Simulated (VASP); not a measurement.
```yaml
crystal:
  lattice:
    - [0.00000, 3.23000, 3.23000]
    - [3.23000, 0.00000, 3.23000]
    - [3.23000, 3.23000, 0.00000]
  atoms:
    - { symbol: Hg, position: [0.00000, 0.00000, 0.00000] }
    - { symbol: Te, position: [0.25000, 0.25000, 0.25000] }
```

The base run (VASP): PBE GGA, plane waves, VASP's PBE PAW potentials (set 64). Settings: 400 eV cut-off, 7×7×7 Γ-centred mesh, Gaussian smearing of 0.050 eV, potentials Hg Te.

One setting is varied; ΔE counts from the most expensive setting. The base run took about 10 core-seconds. Costs are core time on shared hosts, one run each; read them as rough ratios.

Pressures at a finite cut-off, here 400 eV, hold a Pulay part, which wasn't tested here.

```json
[
 {"setting": "KGAMMA = .FALSE., KSPACING = 0.8, KPOINTS file removed", "cost over the base run": "about 1/2", "electronic steps": "13", "ΔE (meV/atom)": "161.0", "pressure (GPa)": "5.21"},
 {"setting": "KGAMMA = .TRUE., KSPACING = 0.5, KPOINTS file removed", "cost over the base run": "within a factor of 2", "electronic steps": "13", "ΔE (meV/atom)": "47.3", "pressure (GPa)": "4.27"},
 {"setting": "KGAMMA = .TRUE., KSPACING = 0.4, KPOINTS file removed", "cost over the base run": "within a factor of 2", "electronic steps": "13", "ΔE (meV/atom)": "16.3", "pressure (GPa)": "3.98"},
 {"setting": "base run", "cost over the base run": "reference", "electronic steps": "13", "ΔE (meV/atom)": "2.7", "pressure (GPa)": "3.83"},
 {"setting": "KGAMMA = .TRUE., KSPACING = 0.2, KPOINTS file removed", "cost over the base run": "within a factor of 2", "electronic steps": "13", "ΔE (meV/atom)": "0.5", "pressure (GPa)": "3.81"},
 {"setting": "KGAMMA = .TRUE., KSPACING = 0.16, KPOINTS file removed", "cost over the base run": "about 2 times", "electronic steps": "13", "ΔE (meV/atom)": "0.0", "pressure (GPa)": "3.80"}
]
```

Left out are runs that failed, have no time on record or changed the cell.

The compound is HgTe in the zinc blende structure. The cell was not relaxed at this level.
